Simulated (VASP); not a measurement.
```xyz
2
Lattice="1.2347 0.7129 4.0657 -1.2347 0.7129 4.0657 0.0000 -1.4257 4.0657" Properties=species:S:1:pos:R:3 pbc="T T T"
Cu     0.0000    -1.4257     4.0657
Ni     0.0000     0.0000     6.0986
```

Calculation: PBEsol GGA, VASP's PBE PAW potentials (set 64) (plane waves; VASP). Run with 400 eV cut-off, 19×19×19 Γ-centred mesh, tetrahedra with Blöchl corrections, potentials Cu Ni.

Q: Estimate the energy per atom (σ→0), band gap (on the k-mesh) with the smallest direct gap where there is one.

A: 
```json
{
  "band gap (on the k-mesh)": "none (metal, semimetal or under 0.01 eV)",
  "energy per atom (σ→0)": "-5.215 eV/atom"
}
```

The structure comes from a computed database's CuNi entry (R-3m); how it stands against other phases isn't given here. It was relaxed first. The run is not spin-polarised, so no magnetic state was tried. The electron count is odd and the run is not spin-polarised, which forces a metal.
